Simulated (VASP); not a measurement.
These are PBEsol GGA, VASP's PBE PAW potentials (set 64) (plane waves; VASP) values and carry that method's errors.

A VASP calculation is set up with these files.

INCAR:
```
SYSTEM  =  LuHg
PREC  =  Accurate; ENCUT  =  400; LREAL  =  .FALSE.
LASPH  =  .TRUE.
EDIFF  =  1E-7; NELM  =  100; ALGO  =  Normal
LMAXMIX  =  6
ISMEAR  =  -5
GGA  =  PS
ISIF  =  2
LWAVE  =  .FALSE.; LCHARG  =  .TRUE.; LORBIT  =  11
NEDOS  =  601
```

File POSCAR:
```
LuHg
1
    3.5850366455     0.0000000000     0.0000000000
   -0.0000000000     3.5850366455    -0.0000000000
   -0.0000000000    -0.0000000000     3.5850366455
Hg Lu
1 1
Direct
  0.0000000000   0.0000000000   0.0000000000
  0.5000000000   0.5000000000   0.5000000000
```

**KPOINTS**
```
Automatic mesh
0
Gamma
11 11 11
0 0 0
```

POTCAR, in this order: Hg Lu_3 (PBE.64 set). Program: vasp_std.

The run wrote:

OSZICAR:
```
...
DAV:  12    -0.658913132152E+01   -0.60608E-04   -0.54328E-05  2522   0.110E-01    0.261E-01
DAV:  13    -0.681483064495E+01   -0.22570E+00   -0.89475E-01  2150   0.192E-02    0.183E+00
DAV:  14    -0.112729255981E+02   -0.44581E+01   -0.56201E+01  1392   0.241E+00    0.541E+00
DAV:  15    -0.619686882255E+01    0.50761E+01   -0.35547E+01  1874   0.472E+00    0.883E-01
DAV:  16    -0.451245592024E+02   -0.38928E+02   -0.38784E+02  2354   0.378E-01    0.145E+00
DAV:  17    -0.658621726128E+01    0.38538E+02   -0.22414E+01  2408   0.343E+00    0.227E-01
DAV:  18    -0.658904290058E+01   -0.28256E-02   -0.24088E-02  2608   0.124E-01    0.184E-01
DAV:  19    -0.658913525028E+01   -0.92350E-04   -0.93094E-04  2536   0.643E-02    0.175E-01
DAV:  20    -0.178899838244E+02   -0.11301E+02   -0.10874E+02  2348   0.127E-02    0.662E+00
DAV:  21    -0.865422972584E+01    0.92358E+01   -0.58551E+01  2348   0.575E+00    0.136E+00
DAV:  22    -0.713955350926E+01    0.15147E+01   -0.16799E+01  2308   0.296E+00    0.201E+00
DAV:  23    -0.188246824275E+02   -0.11685E+02   -0.12736E+02  2634   0.413E+00    0.298E+00
DAV:  24    -0.658916975976E+01    0.12236E+02   -0.33637E+01  2638   0.470E+00    0.425E-01
DAV:  25    -0.658914154943E+01    0.28210E-04   -0.40409E-05  2478   0.100E-01    0.288E-01
DAV:  26    -0.658913797747E+01    0.35720E-05   -0.43312E-06  2206   0.253E-02    0.199E-01
DAV:  27    -0.131027660957E+03   -0.12444E+03   -0.12339E+03  2626   0.177E-02    0.871E+00
DAV:  28    -0.658916766293E+01    0.12444E+03   -0.34576E+01  2420   0.810E+00    0.707E-01
DAV:  29    -0.658914064337E+01    0.27020E-04   -0.85435E-05  2440   0.119E-01    0.329E-01
DAV:  30    -0.658913798764E+01    0.26557E-05   -0.10712E-05  2512   0.319E-02    0.229E-01
DAV:  31    -0.658913667515E+01    0.13125E-05   -0.71357E-07  1900   0.101E-02    0.204E-01
DAV:  32    -0.154884996641E+02   -0.88994E+01   -0.87631E+01  2048   0.258E-02    0.309E+00
DAV:  33    -0.658913962326E+01    0.88994E+01   -0.12750E+01  2530   0.226E+00    0.298E-01
DAV:  34    -0.658913663057E+01    0.29927E-05   -0.37728E-06  2718   0.263E-02    0.182E-01
DAV:  35    -0.658913626170E+01    0.36887E-06   -0.10175E-07  1004   0.446E-03    0.161E-01
DAV:  36    -0.156247328800E+02   -0.90356E+01   -0.88994E+01  1030   0.597E-03    0.949E-01
DAV:  37    -0.658913579358E+01    0.90356E+01   -0.13152E+01  2272   0.195E+00    0.206E-01
DAV:  38    -0.658913636023E+01   -0.56665E-06   -0.78551E-07  1952   0.114E-02    0.158E-01
DAV:  39    -0.472476813985E+02   -0.40659E+02   -0.40200E+02   850   0.319E-03    0.529E+00
DAV:  40    -0.658913212546E+01    0.40659E+02   -0.33675E+01  2482   0.542E+00    0.142E-01
DAV:  41    -0.658913766146E+01   -0.55360E-05   -0.77818E-06  2144   0.358E-02    0.106E-01
DAV:  42    -0.108958824842E+02   -0.43067E+01   -0.41705E+01  2348   0.106E-02    0.931E-01
DAV:  43    -0.658913542980E+01    0.43067E+01   -0.12253E+01  2050   0.175E+00    0.127E-01
DAV:  44    -0.658913655509E+01   -0.11253E-05   -0.18108E-07  1146   0.108E-02    0.112E-01
DAV:  45    -0.302863069140E+02   -0.23697E+02   -0.23561E+02  2348   0.127E-02    0.387E+00
DAV:  46    -0.658915183919E+01    0.23697E+02   -0.14847E+01  2650   0.252E+00    0.766E-01
DAV:  47    -0.658913751725E+01    0.14322E-04   -0.57178E-05  2650   0.965E-02    0.320E-01
DAV:  48    -0.658913607733E+01    0.14399E-05   -0.26347E-06  2504   0.179E-02    0.253E-01
DAV:  49    -0.658913524757E+01    0.82976E-06   -0.45692E-07  1752   0.108E-02    0.215E-01
DAV:  50    -0.705537083497E+01   -0.46624E+00   -0.37020E+00  2642   0.204E-02    0.145E+00
DAV:  51    -0.128288740993E+02   -0.57735E+01   -0.70950E+01  2250   0.128E+00    0.205E+00
DAV:  52    -0.112747859190E+02    0.15541E+01   -0.60133E+01  2600   0.247E+00    0.394E+00
DAV:  53    -0.872533011031E+01    0.25495E+01   -0.34920E+01  2394   0.164E+00    0.510E-01
DAV:  54    -0.658914517041E+01    0.21362E+01   -0.41393E+00  2504   0.469E-01    0.102E+00
DAV:  55    -0.129025400963E+02   -0.63134E+01   -0.60721E+01  2524   0.949E-02    0.862E+00
DAV:  56    -0.658915372048E+01    0.63134E+01   -0.26784E+01  2404   0.476E+00    0.176E+00
DAV:  57    -0.658913723657E+01    0.16484E-04   -0.98490E-05  2096   0.145E-01    0.701E-01
DAV:  58    -0.751824370747E+01   -0.92911E+00   -0.85569E+00  2558   0.319E-02    0.106E+00
DAV:  59    -0.674914751385E+01    0.76910E+00   -0.55775E+00  2404   0.803E-01    0.503E-01
DAV:  60    -0.172059687432E+02   -0.10457E+02   -0.10731E+02  2584   0.376E-01    0.354E+00
DAV:  61    -0.180550259180E+02   -0.84906E+00   -0.12788E+02  2576   0.194E+00    0.745E+00
DAV:  62    -0.675563611345E+01    0.11299E+02   -0.15020E+01  2652   0.200E+00    0.116E+00
DAV:  63    -0.696563847985E+01   -0.21000E+00   -0.59521E+00  2284   0.711E-01    0.339E+00
DAV:  64    -0.165007107412E+02   -0.95351E+01   -0.11074E+02  2404   0.253E+00    0.461E+00
DAV:  65    -0.658915465485E+01    0.99116E+01   -0.15246E+01  2190   0.116E+00    0.138E+00
DAV:  66    -0.197166788762E+02   -0.13128E+02   -0.12846E+02  2602   0.968E-02    0.384E+00
DAV:  67    -0.658913703101E+01    0.13128E+02   -0.22098E+01  2154   0.292E+00    0.305E-01
DAV:  68    -0.735593587262E+01   -0.76680E+00   -0.63058E+00  2120   0.292E-02    0.577E-01
DAV:  69    -0.143104249546E+02   -0.69545E+01   -0.88059E+01  1738   0.190E+00    0.443E-01
DAV:  70    -0.658913778111E+01    0.77213E+01   -0.89564E+00  1934   0.124E+00    0.550E-01
DAV:  71    -0.515899456531E+02   -0.45001E+02   -0.44865E+02  1902   0.820E-03    0.438E+00
DAV:  72    -0.161554497242E+02    0.35434E+02   -0.11110E+02  2646   0.248E+00    0.142E+00
DAV:  73    -0.128880505692E+02    0.32674E+01   -0.72747E+01  2594   0.132E+00    0.553E-01
DAV:  74    -0.664239720650E+02   -0.53536E+02   -0.60031E+02  2498   0.631E-01    0.283E+00
DAV:  75    -0.658913553714E+01    0.59835E+02   -0.15400E+01  2602   0.239E+00    0.397E-01
DAV:  76    -0.658913548730E+01    0.49838E-07   -0.25247E-06  2402   0.216E-02    0.303E-01
DAV:  77    -0.713633243464E+02   -0.64774E+02   -0.64280E+02  2634   0.173E-02    0.392E+00
DAV:  78    -0.658913844774E+01    0.64774E+02   -0.24399E+01  2394   0.462E+00    0.245E-01
DAV:  79    -0.679548975763E+01   -0.20635E+00   -0.16719E+00  2256   0.377E-02    0.152E-01
DAV:  80    -0.658913508159E+01    0.20635E+00   -0.38664E+00  1456   0.590E-01    0.296E-01
DAV:  81    -0.103271991434E+02   -0.37381E+01   -0.36018E+01  1940   0.131E-02    0.522E+00
DAV:  82    -0.658913313593E+01    0.37381E+01   -0.10169E+01  2606   0.184E+00    0.517E-01
DAV:  83    -0.704309552320E+01   -0.45396E+00   -0.42040E+00  2620   0.595E-02    0.257E-01
DAV:  84    -0.658913584659E+01    0.45396E+00   -0.31478E+00  1954   0.523E-01    0.443E-01
DAV:  85    -0.658913568236E+01    0.16424E-06   -0.10329E-06  2458   0.130E-02    0.386E-01
DAV:  86    -0.140448175032E+02   -0.74557E+01   -0.73007E+01  2000   0.865E-03    0.481E+00
DAV:  87    -0.658913555177E+01    0.74557E+01   -0.13594E+01  2536   0.211E+00    0.117E-01
DAV:  88    -0.658913731892E+01   -0.17672E-05   -0.23687E-06  2318   0.191E-02    0.252E-01
DAV:  89    -0.658913690477E+01    0.41415E-06   -0.30489E-07  1602   0.522E-03    0.269E-01
DAV:  90    -0.658913611071E+01    0.79405E-06   -0.15516E-07  1212   0.494E-03    0.250E-01
DAV:  91    -0.268413642064E+02   -0.20252E+02   -0.19794E+02  1186   0.511E-03    0.229E+00
DAV:  92    -0.658913360255E+01    0.20252E+02   -0.25642E+01  1806   0.344E+00    0.344E-01
DAV:  93    -0.154553293559E+02   -0.88662E+01   -0.86979E+01  1572   0.127E-02    0.917E-01
DAV:  94    -0.658913804782E+01    0.88662E+01   -0.85439E+00  2048   0.138E+00    0.324E-01
DAV:  95    -0.125150136293E+03   -0.11856E+03   -0.11787E+03  2266   0.242E-02    0.444E+00
DAV:  96    -0.130022773047E+02    0.11215E+03   -0.11121E+02  2342   0.569E+00    0.225E+00
DAV:  97    -0.658912779357E+01    0.64131E+01   -0.13388E+01  2546   0.251E+00    0.757E-01
DAV:  98    -0.678485799640E+01   -0.19573E+00   -0.38761E-02  2664   0.554E-02    0.744E-02
DAV:  99    -0.547503410036E+02   -0.47965E+02   -0.48222E+02  2616   0.176E+00    0.133E+01
DAV: 100    -0.199621178420E+02    0.34788E+02   -0.17851E+02  2648   0.737E+00
   1 F= -.19962118E+02 E0= -.19962118E+02  d E =0.000000E+00
```

File OUTCAR:
```
------------------------ aborting loop EDIFF was not reached (unconverged)  ----------------------------
  FORCE on cell =-STRESS in cart. coord.  units (eV):
  Direction    XX          YY          ZZ          XY          YZ          ZX
  --------------------------------------------------------------------------------------
  Total        0.2827989      0.2827989      0.2827989      0.0000000      0.0000000     -0.0000000
  in kB        9.8334847      9.8334847      9.8334847      0.0000000      0.0000000     -0.0000000
  external PRESSURE =       9.8334847 kB  Pullay stress =       0.0000000 kB
  volume of cell :       46.08
      direct lattice vectors                 reciprocal lattice vectors
     3.585036645  0.000000000  0.000000000     0.278937177  0.000000000  0.000000000
     0.000000000  3.585036645  0.000000000     0.000000000  0.278937177  0.000000000
     0.000000000  0.000000000  3.585036645     0.000000000  0.000000000  0.278937177
 POSITION                                       TOTAL-FORCE (eV/Angst)
 -----------------------------------------------------------------------------------
      0.00000      0.00000      0.00000         0.000000      0.000000      0.000000
      1.79252      1.79252      1.79252         0.000000      0.000000      0.000000
 -----------------------------------------------------------------------------------
    total drift:                                0.000000      0.000000     -0.000000
  FREE ENERGIE OF THE ION-ELECTRON SYSTEM (eV)
  ---------------------------------------------------
  free  energy   TOTEN  =       -19.9621178420 eV

  energy  without entropy=      -19.9621178420  energy(sigma->0) =      -19.96211784

 total charge

# of ion       s       p       d       tot
------------------------------------------
    1        0.895   0.546   9.218  10.659
    2        0.432   6.543   0.889   7.863
--------------------------------------------------
tot          1.327   7.089  10.106  18.522
```
(Selected blocks of OUTCAR.)

### stdout
```
...
DAV:  97    -0.658912779357E+01    0.64131E+01   -0.13388E+01  2546   0.251E+00    0.757E-01
DAV:  98    -0.678485799640E+01   -0.19573E+00   -0.38761E-02  2664   0.554E-02    0.744E-02
DAV:  99    -0.547503410036E+02   -0.47965E+02   -0.48222E+02  2616   0.176E+00    0.133E+01
DAV: 100    -0.199621178420E+02    0.34788E+02   -0.17851E+02  2648   0.737E+00

 -----------------------------------------------------------------------------
|                                                                             |
|           W    W    AA    RRRRR   N    N  II  N    N   GGGG   !!!           |
|           W    W   A  A   R    R  NN   N  II  NN   N  G    G  !!!           |
|           W    W  A    A  R    R  N N  N  II  N N  N  G       !!!           |
|           W WW W  AAAAAA  RRRRR   N  N N  II  N  N N  G  GGG   !            |
|           WW  WW  A    A  R   R   N   NN  II  N   NN  G    G                |
|           W    W  A    A  R    R  N    N  II  N    N   GGGG   !!!           |
|                                                                             |
|     The electronic self-consistency was not achieved in the given           |
|     number of steps (NELM). The forces and other quantities evaluated       |
|     might not be reliable so examine the results carefully. If you find     |
|     spurious results, we suggest increasing NELM, if you were close to      |
|     convergence or switching to a different ALGO or adjusting the           |
|     density mixing parameters otherwise.                                    |
|                                                                             |
 -----------------------------------------------------------------------------

   1 F= -.19962118E+02 E0= -.19962118E+02  d E =0.000000E+00

 -----------------------------------------------------------------------------
|                                                                             |
|           W    W    AA    RRRRR   N    N  II  N    N   GGGG   !!!           |
|           W    W   A  A   R    R  NN   N  II  NN   N  G    G  !!!           |
|           W    W  A    A  R    R  N N  N  II  N N  N  G       !!!           |
|           W WW W  AAAAAA  RRRRR   N  N N  II  N  N N  G  GGG   !            |
|           WW  WW  A    A  R   R   N   NN  II  N   NN  G    G                |
|           W    W  A    A  R    R  N    N  II  N    N   GGGG   !!!           |
|                                                                             |
|     Tetrahedron method does not include variations of the Fermi             |
|     occupations, so forces and stress will be inaccurate. We suggest        |
|     using a different smearing scheme ISMEAR = 1 or 2 for metals in         |
|     relaxations.                                                            |
|                                                                             |
 -----------------------------------------------------------------------------
```

The run did not converge; its last values are not results.

For a metal the tetrahedron method with Blöchl corrections gives inexact stress and forces.

The structure comes from a measured LuHg entry (Pm-3m) of the Crystallography Open Database, whose conditions weren't checked. It was relaxed first. The electron count is odd and the run is not spin-polarised, which forces a metal.
